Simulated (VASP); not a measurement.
Input for VASP

INCAR:
```
ISIF=2   # forces and stress, cell fixed
LWAVE=.FALSE.
LMAXMIX=4   # l cut-off of mixed one-centre charges
LREAL=.FALSE.   # projection in real space or not
GGA=RP
LCHARG=.FALSE.
PREC=Accurate
NELM=100   # most electronic steps
ISMEAR=1
LASPH=.TRUE.   # aspherical one-centre terms
ENCUT=520
SIGMA=0.1   # width (eV)
SYSTEM=Pb
ALGO=Normal   # blocked Davidson
EDIFF=1E-7
```

KPOINTS:
```
Automatic mesh
0
Gamma
12 12 12
0 0 0
```

**POSCAR**
```
Pb
1
    0.0000000000     2.5473266655     2.5473266655
    2.5473266655     0.0000000000     2.5473266655
    2.5473266655     2.5473266655     0.0000000000
Pb
1
Direct
  0.0000000000   0.0000000000   0.0000000000
```

POTCAR, in this order: Pb_d (PBE.64 set). Program: vasp_std.

Write an equivalent input for Ansatz.

One equivalent input (not run):
Ansatz 0.2 input:
```yaml
crystal:
  lattice:
    - [0.0000000, 2.5473267, 2.5473267]
    - [2.5473267, 0.0000000, 2.5473267]
    - [2.5473267, 2.5473267, 0.0000000]
  atoms:
    - { symbol: Pb, position: [0.0000000, 0.0000000, 0.0000000] }
kpoints:
  mp_grid: { grid: [12, 12, 12] }
hamiltonian:
  xc: rpbe
  pseudopotentials: { kind: paw }
scf:
  occupations: { method: methfessel_paxton, width: 0.1 }
  max_iter: 100
output: { forces: true, stress: true, eigenvalues: true }
```
The two are equivalent in intent, not identical: each code has its own PAW files, so the cut-off isn't converted (ENCUT is set for VASP's; basis.ecutwfc is left out, and Ansatz then takes the one that its files recommend); Ansatz stops its SCF on the density residual and VASP on the energy change (EDIFF).

The compound is Pb in the fcc structure. It was relaxed first, which changed the volume by +9 %.
